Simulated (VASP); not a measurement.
Method: PBE GGA + U (Dudarev), VASP's PBE PAW potentials (set 64) (plane waves; VASP).

VASP ran on this input.

KPOINTS:
```
Automatic mesh
0
Gamma
13 13 13
0 0 0
```

### INCAR
```
LCHARG = .FALSE.
LMAXMIX = 4   # l cut-off of mixed one-centre charges
LWAVE = .FALSE.
GGA = PE   # PBE
LDAUPRINT = 1
ISMEAR = 1   # Methfessel-Paxton
ENCUT = 520   # plane-wave cut-off (eV)
SYSTEM = TiC
LDAUL = 2 -1
ALGO = Normal   # blocked Davidson
LDAU = .TRUE.
LDAUJ = 0 0
NELM = 100
PREC = Accurate
LORBIT = 10
SIGMA = 0.1   # width (eV)
LDAUTYPE = 2
LDAUU = 5.0 0
EDIFF = 1E-6   # SCF stop (eV)
ISIF = 2   # forces and stress, cell fixed
LREAL = .FALSE.   # projection in real space or not
LASPH = .TRUE.   # aspherical one-centre terms
```

### POSCAR
```
TiC
1
    0.0000000000     2.1992450000     2.1808930000
    2.2162630000     0.0000000000     2.1808930000
    2.2162630000     2.1992450000     0.0000000000
Ti C
1 1
Direct
  0.0000000000   0.0000000000   0.0000000000
  0.4780250000   0.5219750000   0.5219750000
```

POTCAR, in this order: Ti_sv C (PBE.64 set). Program: vasp_std.

### Question
What does the run give for the energy per atom (σ→0), pressure, largest force, band gap (on the k-mesh)?

### Answer

| Item | Result |
|---|---|
| energy per atom (σ→0) | -7.517 eV/atom |
| band gap (on the k-mesh) | none (metal, semimetal or under 0.01 eV) |
| pressure | 3.70 GPa |
| largest force | 0.845 eV/Å |

OSZICAR:
```
...
DAV:   9    -0.150486240180E+02   -0.40566E-01   -0.16391E-01  9948   0.424E+00    0.130E+00
DAV:  10    -0.150361949255E+02    0.12429E-01   -0.33105E-02  9132   0.293E+00    0.517E-01
DAV:  11    -0.150342311123E+02    0.19638E-02   -0.84833E-03  9468   0.125E+00    0.684E-02
DAV:  12    -0.150341715079E+02    0.59604E-04   -0.37229E-04 10444   0.265E-01    0.438E-02
DAV:  13    -0.150341771503E+02   -0.56423E-05   -0.10249E-04  9860   0.146E-01    0.101E-02
DAV:  14    -0.150341761142E+02    0.10361E-05   -0.88424E-06 10228   0.435E-02    0.404E-03
DAV:  15    -0.150341760568E+02    0.57393E-07   -0.93403E-07  5400   0.145E-02
   1 F= -.15034176E+02 E0= -.15034122E+02  d E =-.163235E-03
```

The compound is TiC in the rock salt structure. The cell was not relaxed at this level, atoms are displaced from their ideal sites. The run is one of a series of settings (LDAU = .TRUE., LDAUJ = 0 0, LDAUL = 2 -1, LDAUTYPE = 2, LDAUU = 5.0 0 against the base run), some of them coarse on purpose.
